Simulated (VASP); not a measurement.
Method: PBEsol GGA, VASP's PBE PAW potentials (set 64) (plane waves; VASP).

A VASP calculation is set up with these files.

INCAR:
```
SYSTEM = HfB
PREC = Accurate; ENCUT = 520; LREAL = .FALSE.
LASPH = .TRUE.
EDIFF = 1E-6; NELM = 100; ALGO = Normal
LMAXMIX = 6
ISMEAR = 1; SIGMA = 0.1
GGA = PS
IBRION = 2; NSW = 60; ISIF = 3
EDIFFG = -0.01
LWAVE = .FALSE.; LCHARG = .FALSE.
```

POSCAR:
```
HfB
1.0
  0.0000000000   2.3950941715   2.3950941715
  2.3950941715   0.0000000000   2.3950941715
  2.3950941715   2.3950941715   0.0000000000
Hf B
1 1
Cart
  0.0000000000   0.0000000000   0.0000000000
  2.3950941715   2.3950941715   2.3950941715
```

**KPOINTS**
```
Automatic mesh
0
Gamma
12 12 12
0 0 0
```

POTCAR, in this order: Hf_pv B (PBE.64 set). Program: vasp_std.

Question: What will the output report for the number of irreducible k-points (NKPTS), number of bands (NBANDS), largest plane-wave count, number of space-group operations, FFT grid (NGX, NGY, NGZ)?

Answer: 
- number of irreducible k-points (NKPTS): 72
- number of bands (NBANDS): 10
- largest plane-wave count: 754
- number of space-group operations: 48
- FFT grid (NGX, NGY, NGZ): 28 × 28 × 28

The structure was generated: HfB was put into the rock salt type (Fm-3m), which need not be its known phase. It was relaxed first, which changed the volume by -37 %. The start is the result of an earlier pass. The electron count is odd and the run is not spin-polarised, which forces a metal.
